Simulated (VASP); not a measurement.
All values below come from LDA (Ceperley-Alder, Perdew-Zunger), VASP's LDA PAW potentials (set 64) (plane waves; VASP).

Gaps are without spin-orbit coupling.

The volume per atom comes out as 16.38 Å³/atom and the band gap (over mesh and band path) is 4.20 eV. The smallest direct gap (over mesh and band path) is 4.37 eV and the Hill bulk modulus is 87.9 GPa. The Hill shear modulus comes out as 253 kbar.

Problem. Which relaxed crystal gives these values?
A) ZnS, F-43m (216)
B) Mg2Si, Fm-3m (225)
C) AgI, F-43m (216)
D) PbF2, Fm-3m (225)

Solution. D, PbF2, Fm-3m (225)
